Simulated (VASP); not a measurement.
# NiMoIrPdW: relaxation of cell and atoms with PBE+TS

Crystal: NiMoIrPdW.

```
Ni Mo Pd Ir W
1.0
     2.34460   -1.43138    0.00906
     2.34460    1.43138    0.00906
    -2.20600    0.00000   10.92374
Ni Mo Pd Ir W
1 1 1 1 1
Direct
  0.49838 0.49838 0.29525
  0.31773 0.31773 0.91207
  0.24733 0.24733 0.49061
  0.74982 0.74982 0.10802
  0.68673 0.68673 0.69406
```

The cell was built by a generator and needn't be a form met in nature.

```json
{"Program": "VASP 6.6.1", "Task": "relaxation of cell and atoms", "Functional": "PBE", "Dispersion": "TS", "Potentials or basis": "VASP PAW PBE potentials, release 64 (Ni, Mo_sv, Pd, Ir, W_sv)", "Cutoff": "600 eV", "k mesh": "11 × 11 × 3", "Occupations": "fermi-dirac, width 0.05 eV", "Spin": "collinear spin, ferromagnetic start", "Starting moments": "[1.0, 1.0, 0.0, 0.6, 0.0] μB", "Further INCAR settings": "ALGO = Normal; EDIFF = 1e-06; IBRION = 2; EDIFFG = -0.005; NSW = 60; ISIF = 3"}
```

The relaxed volume is 14.04 Å³/atom, the relaxed cell is a = 2.708 Å, b = 2.708 Å, c = 11.044 Å, α = 99.45°, β = 99.45°, γ = 61.97° and the space group after relaxing (to 0.05 Å) is Cm (No. 8). The energy gained by relaxing is 21.4 meV/atom and the ionic steps are 36. The pressure after relaxing is 0.0 GPa, the largest force after relaxing is 0.005 eV/Å and the band gap on the k mesh is none (metal or under the smearing width). The net moment is 0.00 μB per cell. The valence electrons inside the program's atomic spheres are Ni 9.21; Mo 12.64; Pd 9.67; Ir 8.46; W 12.14, the hirshfeld charges are Ni -0.01; Mo -0.00; Pd -0.02; Ir +0.01; W +0.02 e and the dispersion energy per atom is -0.810 eV.

Forces in eV/Å, atoms in the order of the input:
```
Ni  -0.004  0.000  0.001
Mo   0.004  0.000 -0.003
Pd   0.002  0.000 -0.001
Ir   0.002  0.000  0.001
W   -0.004  0.000  0.002
```

The path:
| step | energy change (eV) | largest force (eV/Å) | pressure (GPa) | volume (Å³) |
| --- | --- | --- | --- | --- |
| 1 | 0.0000 | 0.1156 | -10.77 | 73.38 |
| 2 | 0.6682 | 0.9690 | 37.94 | 63.39 |
| 3 | -0.0980 | 0.2310 | -1.11 | 70.61 |
| 4 | -0.0981 | 0.2527 | -0.13 | 70.35 |
| 5 | -0.0979 | 0.2586 | 0.12 | 70.29 |
| 6 | -0.1029 | 0.1431 | 0.11 | 70.19 |
| 7 | -0.1030 | 0.1028 | 0.13 | 70.21 |
| 8 | -0.1051 | 0.0726 | -0.30 | 70.29 |
| 9 | -0.1053 | 0.0674 | -0.38 | 70.30 |
| 10 | -0.1057 | 0.0579 | -0.55 | 70.33 |
| 11 | -0.1055 | 0.0571 | 0.35 | 70.09 |
| 12 | -0.1056 | 0.0533 | 0.25 | 70.13 |
| 13 | -0.1061 | 0.0339 | 0.18 | 70.14 |
| 14 | -0.1065 | 0.0543 | 0.06 | 70.14 |
| 15 | -0.1068 | 0.0352 | 0.00 | 70.18 |
| 16 | -0.1070 | 0.0368 | -0.21 | 70.18 |
| 17 | -0.1069 | 0.0410 | -0.11 | 70.20 |
| 18 | -0.1070 | 0.0508 | -0.26 | 70.24 |
| 19 | -0.1070 | 0.0409 | -0.26 | 70.21 |
| 20 | -0.1066 | 0.0464 | 0.17 | 70.14 |
| 21 | -0.1068 | 0.0388 | 0.02 | 70.17 |
| 22 | -0.1069 | 0.0277 | 0.04 | 70.17 |
| 23 | -0.1069 | 0.0191 | 0.10 | 70.17 |
| 24 | -0.1070 | 0.0137 | 0.08 | 70.17 |
| 25 | -0.1069 | 0.0107 | 0.03 | 70.17 |
| 26 | -0.1070 | 0.0085 | 0.07 | 70.18 |
| 27 | -0.1071 | 0.0064 | 0.03 | 70.21 |
| 28 | -0.1071 | 0.0083 | -0.09 | 70.21 |
| 29 | -0.1072 | 0.0075 | -0.12 | 70.21 |
| 30 | -0.1071 | 0.0069 | -0.04 | 70.21 |
| 31 | -0.1071 | 0.0048 | -0.07 | 70.18 |
| 32 | -0.1067 | 0.0161 | 0.30 | 70.12 |
| 33 | -0.1070 | 0.0053 | 0.08 | 70.17 |
| 34 | -0.1070 | 0.0047 | 0.07 | 70.18 |
| 35 | -0.1070 | 0.0047 | 0.06 | 70.18 |
| 36 | -0.1070 | 0.0047 | 0.04 | 70.18 |

Final structure:
```yaml
crystal:
  lattice:
    - [2.32176, -1.39430, 0.01188]
    - [2.32176, 1.39430, 0.01188]
    - [-2.17099, 0.00000, 10.82891]
  atoms:
    - { symbol: Ni, position: [0.49710, 0.49710, 0.29635] }
    - { symbol: Mo, position: [0.31993, 0.31993, 0.91215] }
    - { symbol: Pd, position: [0.24969, 0.24969, 0.48876] }
    - { symbol: Ir, position: [0.74882, 0.74882, 0.10952] }
    - { symbol: W, position: [0.68445, 0.68445, 0.69323] }
```

Levels at points of the mesh, in eV from the Fermi level:
Spin up:
```tsv
k point	band 25	band 26	band 27	band 28	band 29	band 30	band 31	band 32
(0.00, 0.00, 0.00)	-1.31	-0.99	-0.89	-0.83	-0.71	-0.64	-0.31	0.06
```
Spin down:
| k point | band 25 | band 26 | band 27 | band 28 | band 29 | band 30 | band 31 | band 32 |
| --- | --- | --- | --- | --- | --- | --- | --- | --- |
| (0.00, 0.00, 0.00) | -1.31 | -0.99 | -0.89 | -0.83 | -0.71 | -0.64 | -0.31 | 0.06 |

It took 57 min on 4 MPI ranks on Intel(R) Xeon(R) Platinum 8488C (Sapphire Rapids), on a shared host, peak memory 0.74 GiB a rank.

Caveat: atom-pairwise D2, TS and ULG terms overbind metals; pairwise dispersion overbinds metals, which lowers pressure and volume. The run has no spin-orbit coupling, so splittings on Ir, W are missing.
